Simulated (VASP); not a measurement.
Consider the following.

```
CELL_PARAMETERS angstrom
      0.00000     2.90945     2.90945
      2.90945     0.00000     2.90945
      2.90945     2.90945     0.00000
ATOMIC_POSITIONS crystal
  Ca 0.00000 0.00000 0.00000
  B  0.25000 0.25000 0.25000
  B  0.75000 0.75000 0.75000
```

Level of theory: PBEsol GGA, VASP's PBE PAW potentials (set 64) (plane waves; VASP). Numerical set-up: 600 eV cut-off, 8×8×8 Γ-centred mesh, first-order Methfessel-Paxton smearing of 0.10 eV, potentials Ca_sv B.

Energy and stress use the plane-wave basis of the starting cell.

Q: The ions, cell shape and volume at an external pressure of 30.0 GPa are relaxed. What does this cell relax into?

A: 
```
CELL_PARAMETERS angstrom
      0.00000     2.61069     2.61069
      2.61069     0.00000     2.61069
      2.61069     2.61069     0.00000
ATOMIC_POSITIONS crystal
  Ca 0.00000 0.00000 0.00000
  B  0.25000 0.25000 0.25000
  B  0.75000 0.75000 0.75000
```
Space group Fm-3m (225), at a tolerance of 0.03 Å.

Q: How do energy and volume change from the first to the last step?

A: The energy (σ→0) changes by +330.7 meV/atom and the volume by -27.8 %, in 6 ionic steps.

The structure was generated: CaB2 was put into the fluorite type (Fm-3m), which need not be its known phase. This run relaxes it under an external pressure of 30 GPa. Symmetry was kept, so distortions that lower it aren't found.
